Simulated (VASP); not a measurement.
Input:

```yaml
crystal:
  lattice:
    - [2.99069, 0.00000, 0.00000]
    - [-1.49535, 2.59002, 0.00000]
    - [0.00000, 0.00000, 5.19911]
  atoms:
    - { symbol: Ni, position: [0.33333, 0.66667, 0.00397] }
    - { symbol: Ni, position: [0.66667, 0.33333, 0.50397] }
    - { symbol: C, position: [0.33333, 0.66667, 0.37103] }
    - { symbol: C, position: [0.66667, 0.33333, 0.87103] }
```

Method: r2SCAN meta-GGA, VASP's PBE PAW potentials (set 64) (plane waves; VASP 6.6.1). Numerical set-up: 520 eV cut-off, 13×13×7 Γ-centred mesh, tetrahedra with Blöchl corrections, potentials Ni C.

Problem. Predict the energy per atom (σ→0), band gap (over mesh and band path) with the smallest direct gap where there is one.

Solution. 
```
Item                                                                  Result
----------------------------------  ----------------------------------------
band gap (over mesh and band path)  none (metal, semimetal or under 0.01 eV)
energy per atom (σ→0)                                         -9.993 eV/atom
```

Only differences to runs with the same potentials and settings are physical.

The structure was generated: NiC was put into the wurtzite type (P6_3mc), which need not be its known phase. It was relaxed first, which changed the volume by -18 %. The run is not spin-polarised, so no magnetic state was tried.
